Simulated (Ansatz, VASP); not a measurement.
# GeBi3 in VASP and in Ansatz

```
CELL_PARAMETERS angstrom
0.00000 3.84212 3.84212
3.84212 0.00000 3.84212
3.84212 3.84212 0.00000
ATOMIC_POSITIONS crystal
Ge 0.00000 0.00000 0.00000
Bi 0.25000 0.25000 0.25000
Bi 0.75000 0.75000 0.75000
Bi 0.50000 0.50000 0.50000
```

Alike in both runs: functional r2SCAN; k mesh 5 × 5 × 5; occupations fermi-dirac, width 0.1 eV; no spin polarisation.

Ansatz relaxed the structure, and its values are those at the end. VASP's run is a single point on that final structure, the one shown.

|  | VASP | Ansatz |
| --- | --- | --- |
| version | VASP 6.6.1 | Ansatz 0.2.0 |
| potentials or method | VASP PAW PBE potentials, release 64 (Ge_d, Bi_d) | plane waves, PAW |
| plane-wave cutoff (eV) | 520 | 517 |
| valence electrons in the cell | 59 | 59 |

```tsv
	VASP	Ansatz	Ansatz less VASP
pressure (GPa)	0.0	0.0	+0.02
```

The functional is the same, so the differences come from potentials, cutoffs and numerics. Ansatz warned: «stress_scf_threshold_loose».

Caveats: the PAW data sets were made with another functional, which shifts forces and pressure a little (VASP).
